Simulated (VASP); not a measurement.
# ZrTiN2: equation of state with PBEsol

ZrTiN2:

```
Zr Ti N
1.0
     3.15874    0.00000    0.00000
     0.00000    3.15874    0.00000
     0.00000    0.00000    4.45966
Zr Ti N
1 1 2
Direct
  0.00000 0.00000 0.00000
  0.50000 0.50000 0.50000
  0.50000 0.50000 0.00000
  0.00000 0.00000 0.50000
```

The cell comes from a database or a generator and needn't be the stable form of this composition.

```json
{"Program": "VASP 6.6.1", "Task": "equation of state", "Functional": "PBEsol", "Potentials or basis": "VASP PAW PBE potentials, release 64 (Zr_sv, Ti_sv, N)", "Cutoff": "520 eV", "k mesh": "8 × 8 × 6", "Occupations": "fermi-dirac, width 0.05 eV", "Spin": "no spin polarisation", "Ladder": "free", "Further INCAR settings": "ALGO = Normal; EDIFF = 1e-07; NBANDS = 25"}
```

| Property | Result |
| --- | --- |
| Equilibrium volume | 10.72 Å³/atom |
| Bulk modulus at fixed shape and positions | 275 GPa |
| Pressure derivative of the bulk modulus | 4.3 |

Energy against volume, from the lowest point:
```tsv
volume (Å³/atom)	energy (meV/atom)
10.457	5.67
10.679	0.00
10.902	2.42
11.124	12.09
11.347	28.26
11.569	50.25
11.792	77.46
```

All runs of the series together: 3.7 min on 1 thread of Intel(R) Xeon(R) Platinum 8488C (Sapphire Rapids), on a shared host.

Caveat: the cell was scaled at fixed shape and fractional positions, which overstates the stiffness of a crystal with free parameters, most of all of layers and chains; the PAW data sets were made with another functional, which shifts forces and pressure a little.
